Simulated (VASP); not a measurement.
# What goes wrong when Hf (Hafnium) is relaxed with a bad input

Some relaxations of Hf (Hafnium) get a fault in the input on purpose. Which of them show, and how? The starting structure is a measured crystal structure from the Crystallography Open Database. The first relaxation on each setting starts from this cell expanded by 3 % in volume.

Main program and level: VASP 6.6.1; Kohn-Sham DFT with plane waves and PAW; PBEsol.

## Step 1: The structure

It takes space group P6_3/mmc (No. 194, hexagonal). The conventional cell has a = 3.197 Å, b = 3.197 Å, c = 5.058 Å, α = 90.00°, β = 90.00°, γ = 120.00°. Nearest to Hf lie 12 Hf at 3.13 to 3.20 Å.

## Step 2: Reference relaxation

This run starts from the cell of an earlier relaxation, which isn't shown; the restart sets up the plane waves anew.

File INCAR:

```
SYSTEM = Hf
PREC = Accurate
ENCUT = 450
EDIFF = 1E-06
NELM = 100
ISMEAR = 1
SIGMA = 0.15
LREAL = .FALSE.
ALGO = Normal
GGA = PS
NBANDS = 16
LASPH = .TRUE.
LORBIT = 11
LWAVE = .FALSE.
LCHARG = .FALSE.
KPAR = 4
IBRION = 2
NSW = 50
ISIF = 3
EDIFFG = -0.006
```

File POSCAR:

```
Hf
1.0
    3.1561611706      0.0000000000      0.0000000000
   -1.5780805853      2.7333157522      0.0000000000
    0.0000000000      0.0000000000      4.9905061897
Hf
2
Direct
    0.6666666667      0.3333333333      0.7500000000
    0.3333333333      0.6666666667      0.2500000000
```

File KPOINTS:

```
Automatic mesh
0
Gamma
18 18 10
0 0 0
```

PAW data sets: Hf_pv (PBE family, release 64).

Run with:

```
> mpirun -np 4 vasp_std
```

The program printed:

```text
[banner, memory and clock lines left out]
running    4 mpi-ranks, on    1 nodes
 distrk:  each k-point on    1 cores,    4 groups
 distr:  one band on    1 cores,    1 groups

 POSCAR found type information on POSCAR Hf
 POSCAR found :  1 types and       2 ions
|                                                                             |
|               ----> ADVICE to this user running VASP <----                  |
|                                                                             |
|     You enforced a specific xc type in the INCAR file but a different       |
|     [... a line on the potential file left out ...]
|     I HOPE YOU KNOW WHAT YOU ARE DOING!                                     |
|                                                                             |

 LDA part: xc-table for (Slater+PW92), standard interpolation
 POSCAR, INCAR and KPOINTS ok, starting setup
 FFT: planning ... GRIDC
 FFT: planning ... GRID_SOFT
 FFT: planning ... GRID
 WAVECAR not read
 entering main loop
       N       E                     dE             d eps       ncg     rms          rms(c)
DAV:   1     0.435640222969E+02    0.43564E+02   -0.10765E+04  7184   0.107E+03
DAV:   2    -0.202656158990E+02   -0.63830E+02   -0.62337E+02  9520   0.238E+02
DAV:   3    -0.217470579165E+02   -0.14814E+01   -0.14767E+01  9272   0.256E+01
DAV:   4    -0.217579709311E+02   -0.10913E-01   -0.10911E-01  9032   0.271E+00
DAV:   5    -0.217581050766E+02   -0.13415E-03   -0.13414E-03  9312   0.248E-01    0.672E+01
DAV:   6    -0.212099939547E+02    0.54811E+00   -0.49206E-01  8544   0.468E+00    0.398E+01
DAV:   7    -0.210161135370E+02    0.19388E+00   -0.81502E-01  8744   0.579E+00    0.188E+00
DAV:   8    -0.210060936102E+02    0.10020E-01   -0.51299E-02  8128   0.156E+00    0.330E-01
DAV:   9    -0.210061956743E+02   -0.10206E-03   -0.10964E-03  9912   0.242E-01    0.191E-01
DAV:  10    -0.210061873082E+02    0.83661E-05   -0.48229E-05  8312   0.501E-02    0.216E-01
DAV:  11    -0.210061880374E+02   -0.72920E-06   -0.53215E-06  8928   0.164E-02
   1 F= -.21006188E+02 E0= -.21006816E+02  d E =-.210062E+02
 curvature:   0.00 expect dE= 0.000E+00 dE for cont linesearch  0.000E+00
 trial: gam= 0.00000 g(F)=  0.175E-49 g(S)=  0.294E-05 ort = 0.000E+00 (trialstep = 0.100E+01)
 search vector abs. value=  0.294E-05
 reached required accuracy - stopping structural energy minimisation
```

Elapsed: 24 s, on 4 MPI ranks of Intel Xeon Platinum 8375C at 2.90GHz (Ice Lake), shared host; peak memory 0.9 GiB.

Lines that name or quote the potential files are left out of all logs, and their timing lines are given in words.

From OUTCAR (step 2):

```text
ion  position               nearest neighbor table
   1  0.667  0.333  0.750-   2 3.09   2 3.09   2 3.09   2 3.09   2 3.09   2 3.09
   2  0.333  0.667  0.250-   1 3.09   1 3.09   1 3.09   1 3.09   1 3.09   1 3.09

  LATTYP: Found a hexagonal cell.
 ALAT       =     3.1561611706
 C/A-ratio  =     1.5811949770

 Subroutine GETGRP returns: Found 24 space group operations
 (whereof 12 operations were pure point group operations)

The static configuration has the point symmetry D_3d.
 The point group associated with its full space group is D_6h.

 Found    222 irreducible k-points:

   k-points           NKPTS =    222   k-points in BZ     NKDIM =    222   number of bands    NBANDS=     16

   dimension x,y,z NGX =    24 NGY =   24 NGZ =   36
   dimension x,y,z NGXF=    48 NGYF=   48 NGZF=   72

   ENCUT  =  450.0 eV  33.07 Ry    5.75 a.u.   5.46  5.46  8.63*2*pi/ulx,y,z

   NELECT =      20.0000    total number of electrons

 k-points in reciprocal lattice and weights: Automatic mesh
   0.00000000  0.00000000  0.00000000       0.000
   0.05555556 -0.00000000  0.00000000       0.002
   0.11111111 -0.00000000  0.00000000       0.002
   0.16666667  0.00000000  0.00000000       0.002
   0.22222222 -0.00000000  0.00000000       0.002
   0.27777778  0.00000000  0.00000000       0.002
   0.33333333 -0.00000000  0.00000000       0.002
   0.38888889 -0.00000000  0.00000000       0.002
   0.44444444 -0.00000000  0.00000000       0.002
[...]
0.33333333  0.27777778  0.50000000       0.004
   0.33333333  0.33333333  0.50000000       0.001

 average (electrostatic) potential at core
       1 -36.7824       2 -36.7824

 E-fermi :   5.0481

 k-point     1 :       0.0000    0.0000    0.0000
  band No.  band energies     occupation
    ...
      4     -24.9874      2.00000
      5     -24.9857      2.00000
      6     -24.9857      2.00000
      7      -2.4912      2.00000
      8       1.1912      2.00000
      9       5.8443     -0.00000
     10       6.2008     -0.00000
     11       6.2008     -0.00000
     12       6.5007     -0.00000
     13       7.0663     -0.00000
    ...

 k-point     2 :       0.0556   -0.0000    0.0000
  band No.  band energies     occupation
    ...
      4     -25.0067      2.00000
      5     -24.9916      2.00000
      6     -24.9882      2.00000
      7      -2.3926      2.00000
      8       1.2888      2.00000
      9       5.7019     -0.00000
     10       5.9038     -0.00000
     11       6.2934     -0.00000
     12       6.7367     -0.00000
     13       6.9584     -0.00000
    ...

 k-point     3 :       0.1111   -0.0000    0.0000
  band No.  band energies     occupation
    ...
      4     -25.0664      2.00000
      5     -25.0043      2.00000
      6     -24.9959      2.00000
      7      -2.1037      2.00000
      8       1.5680      2.00000
      9       5.3169     -0.02946
     10       5.4383     -0.00146
     11       6.5689     -0.00000
     12       6.6473     -0.00000
     13       7.0944     -0.00000
    ...

  Total        0.0036681      0.0036681      0.0097532     -0.0000000     -0.0000000      0.0000000
  in kB        0.1365065      0.1365065      0.3629627     -0.0000000     -0.0000000      0.0000000
  external PRESSURE =       0.2119919 kB  Pullay stress =       0.0000000 kB

  energy-cutoff  :      450.00
  volume of cell :       43.05
      direct lattice vectors                 reciprocal lattice vectors
     3.156161171  0.000000000  0.000000000     0.316840600  0.182928006  0.000000000
    -1.578080585  2.733315752  0.000000000     0.000000000  0.365856012  0.000000000
     0.000000000  0.000000000  4.990506190     0.000000000  0.000000000  0.200380475

 POSITION                                       TOTAL-FORCE (eV/Angst)
 -----------------------------------------------------------------------------------
      1.57808      0.91111      3.74288         0.000000      0.000000      0.000000
     -0.00000      1.82221      1.24763        -0.000000     -0.000000      0.000000
 -----------------------------------------------------------------------------------
    total drift:                                0.000000     -0.000000      0.000000

  FREE ENERGIE OF THE ION-ELECTRON SYSTEM (eV)
  ---------------------------------------------------
  free  energy   TOTEN  =       -21.0061880374 eV

  energy  without entropy=      -21.0080731168  energy(sigma->0) =      -21.00681640

 reached required accuracy - stopping structural energy minimisation

 total charge
# of ion       s       p       d       tot
------------------------------------------
    1        0.402   6.403   1.602   8.406
    2        0.402   6.403   1.602   8.406
--------------------------------------------------
tot          0.805  12.805   3.203  16.813

[... 3 further parts left out ...]
```

The PAW data sets were made with PBE, which is usual practice but a small mismatch for other functionals. The run keeps the 24 symmetry operations of its start, so it cannot find a distortion of lower symmetry.

The reference relaxation ends at 21.526 Å³ an atom. Pressures at 0.985 and 1.015 times this volume, from two more relaxations that aren't shown, give a bulk modulus of 114.6 GPa.

## Step 3: Relaxation with a leftover external pressure of 100 kbar

A slip made on purpose: a leftover external pressure of 100 kbar. Against step 2 the input has PSTRESS = 100 (also changed: NELM).

Edit INCAR of step 2 so:

```diff
@@ -4,3 +4,3 @@
 EDIFF = 1E-06
-NELM = 100
+NELM = 60
 ISMEAR = 1
@@ -20 +20,2 @@
 EDIFFG = -0.006
+PSTRESS = 100
```

File POSCAR:

```
Hf
1.0
    3.2283525536      0.0000000000      0.0000000000
   -1.6141762768      2.7958353238      0.0000000000
    0.0000000000      0.0000000000      5.1078804847
Hf
2
Direct
    0.6666666667      0.3333333333      0.7500000000
    0.3333333333      0.6666666667      0.2500000000
```

KPOINTS is that of step 2.

Run with:

```
> mpirun -np 4 vasp_std
```

The program printed:

```text
[banner, memory and clock lines left out]
running    4 mpi-ranks, on    1 nodes
[...]
[... a notice as in an earlier step ...]

 LDA part: xc-table for (Slater+PW92), standard interpolation
 POSCAR, INCAR and KPOINTS ok, starting setup
[...]
entering main loop
       N       E                     dE             d eps       ncg     rms          rms(c)
DAV:   1     0.424202463285E+02    0.42420E+02   -0.10702E+04  7200   0.106E+03
DAV:   2    -0.202467986809E+02   -0.62667E+02   -0.61346E+02  9416   0.235E+02
DAV:   3    -0.217649573027E+02   -0.15182E+01   -0.15121E+01  9384   0.256E+01
DAV:   4    -0.217775040677E+02   -0.12547E-01   -0.12543E-01  8968   0.287E+00
[...]
DAV:  10    -0.209370842330E+02    0.11249E-04   -0.50585E-05  8504   0.500E-02    0.198E-01
DAV:  11    -0.209370853722E+02   -0.11392E-05   -0.52120E-06  9344   0.160E-02    0.101E-02
DAV:  12    -0.209370854638E+02   -0.91559E-07   -0.38342E-07  5384   0.431E-03
   1 F= -.18059537E+02 E0= -.18060135E+02  d E =-.180595E+02
[... from here on, the cycles between the ionic steps are left out ...]
   2 F= -.17334430E+02 E0= -.17334907E+02  d E =0.725107E+00
   3 F= -.18421892E+02 E0= -.18422291E+02  d E =-.362355E+00
   4 F= -.18423488E+02 E0= -.18423820E+02  d E =-.363951E+00
   5 F= -.18423478E+02 E0= -.18423784E+02  d E =-.363942E+00
   6 F= -.18423755E+02 E0= -.18424132E+02  d E =-.276651E-03
   7 F= -.18423770E+02 E0= -.18424133E+02  d E =-.291426E-03
   8 F= -.18423828E+02 E0= -.18424196E+02  d E =-.578993E-04
   9 F= -.18423843E+02 E0= -.18424210E+02  d E =-.731123E-04
[...]
reached required accuracy - stopping structural energy minimisation
```

It took 1.7 min on 4 MPI ranks; peak memory 1 GiB; 6.9 min of CPU time.

Parts of OUTCAR (step 3):

```text
  Total        2.4910617      2.4910617      2.4925793     -0.0000000     -0.0000000      0.0000000
  in kB      100.0362811    100.0362811    100.0972244     -0.0000000     -0.0000000      0.0000000
  external PRESSURE =       0.0565955 kB  Pullay stress =     100.0000000 kB

 POSITION                                       TOTAL-FORCE (eV/Angst)
 -----------------------------------------------------------------------------------
      1.53627      0.88696      3.65994         0.000000     -0.000000      0.000000
     -0.00000      1.77393      1.21998        -0.000000      0.000000      0.000000
 -----------------------------------------------------------------------------------
    total drift:                               -0.000000      0.000000     -0.000000

  FREE ENERGIE OF THE ION-ELECTRON SYSTEM (eV)
  ---------------------------------------------------
  free  energy   TOTEN  =       -20.9140011669 eV

  energy  without entropy=      -20.9151023201  energy(sigma->0) =      -20.91436822

[... 2 parts as in an earlier step ...]

[... 2 further parts left out ...]
[key lines of the parts left out:]
E-fermi :   5.5946
```

Logs of long relaxations may skip ionic steps without a mark.

With a leftover external pressure of 100 kbar the cell ends at 19.948 Å³ an atom, -7.33 % from the reference.

## Step 4: Relaxation with only the volume free (ISIF = 7)

A slip made on purpose: only the volume free (ISIF = 7). Against step 2 the input has ISIF = 7 (also changed: NELM).

Edit INCAR of step 3 so:

```diff
@@ -18,4 +18,3 @@
 NSW = 50
-ISIF = 3
+ISIF = 7
 EDIFFG = -0.006
-PSTRESS = 100
```

POSCAR is that of step 3.

KPOINTS is that of step 3.

Run with:

```
> mpirun -np 4 vasp_std
```

The program printed:

```text
[... set-up lines as in an earlier step ...]
 entering main loop
       N       E                     dE             d eps       ncg     rms          rms(c)
[... 12 cycles as in an earlier step ...]
   1 F= -.20937085E+02 E0= -.20937684E+02  d E =-.209371E+02
[...]
2 F= -.20900183E+02 E0= -.20900464E+02  d E =0.369025E-01
[...]
3 F= -.21007272E+02 E0= -.21007908E+02  d E =-.701862E-01
[...]
4 F= -.21007294E+02 E0= -.21007930E+02  d E =-.702081E-01
[...]
reached required accuracy - stopping structural energy minimisation
```

Run time: 57 s. Hardware: 4 MPI ranks; peak memory 0.96 GiB; 3.7 min of CPU time.

Parts of OUTCAR (step 4):

```text
  Total        0.0079275      0.0079275     -0.0065683      0.0000000      0.0000000      0.0000000
  in kB        0.2950340      0.2950340     -0.2444481      0.0000000      0.0000000      0.0000000
  external PRESSURE =       0.1152066 kB  Pullay stress =       0.0000000 kB

 POSITION                                       TOTAL-FORCE (eV/Angst)
 -----------------------------------------------------------------------------------
      1.57773      0.91090      3.74440        -0.000000      0.000000      0.000000
     -0.00000      1.82180      1.24813         0.000000      0.000000      0.000000
 -----------------------------------------------------------------------------------
    total drift:                               -0.000000      0.000000     -0.000000

  FREE ENERGIE OF THE ION-ELECTRON SYSTEM (eV)
  ---------------------------------------------------
  free  energy   TOTEN  =       -21.0072935768 eV

  energy  without entropy=      -21.0092026755  energy(sigma->0) =      -21.00792994

[... 2 parts as in an earlier step ...]

[... 2 further parts left out ...]
[key lines of the parts left out:]
E-fermi :   5.0483
```

With only the volume free (ISIF = 7) the cell ends at 21.525 Å³ an atom, +0.00 % from the reference.

(Continued in part 2 of 2.)

[Lines on the potential files, build, host, timing and source positions are cut from VASP's logs without a mark.]

[Logs are printed without paths, hosts, clocks, repeated set-up lines and the standing remarks that a program may print on its own settings, such as how far it seeks lower states.]

[Hosts, paths, dates, database ids (printed as entryN), source tags and the programs' standing remarks are cut or masked in the printed files.]
